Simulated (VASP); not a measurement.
Given:

```xyz
2
Lattice="0.0000 2.2482 2.2482 2.2482 0.0000 2.2482 2.2482 2.2482 0.0000" Properties=species:S:1:pos:R:3 pbc="T T T"
Ga     0.0000     0.0000     0.0000
N      1.1241     1.1241     1.1241
```

The numbers are results of r2SCAN+rVV10, VASP's PBE PAW potentials (set 64) (plane waves; VASP), not measurements. Settings: 520 eV cut-off, 11×11×11 Γ-centred mesh, tetrahedra with Blöchl corrections, potentials Ga_d N.

Task: Estimate the energy per atom (σ→0), band gap (over mesh and band path) with the smallest direct gap where there is one.

Result: 
```json
{
  "band gap (over mesh and band path)": "2.13 eV",
  "smallest direct gap (over mesh and band path)": "2.13 eV",
  "energy per atom (σ→0)": "-10.701 eV/atom"
}
```

The absolute energy has meaning only against runs of the same code, potentials and settings.

The compound is GaN in the zinc blende structure, a metastable form; wurtzite is the usual one. It was relaxed first.
